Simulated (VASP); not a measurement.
Here is the system:

```
Ca
1.0
    0.00000     2.73242     2.73242
    2.73242     0.00000     2.73242
    2.73242     2.73242     0.00000
Ca
1
Direct
  0.00000   0.00000   0.00000
```

Method: rev-vdW-DF2, VASP's PBE PAW potentials (set 64) (plane waves; VASP 6.6.1). Run with 520 eV cut-off, 10×10×10 Γ-centred mesh, first-order Methfessel-Paxton smearing of 0.10 eV, potentials Ca_sv.

What does the run give for the energy per atom (σ→0), band gap (on the k-mesh) with the smallest direct gap where there is one?

```yaml
band gap (on the k-mesh): none (metal, semimetal or under 0.01 eV)
energy per atom (σ→0): 0.215 eV/atom
```

The compound is Ca in the fcc structure. It was relaxed first, which changed the volume by -6 %. The start is the result of an earlier pass.
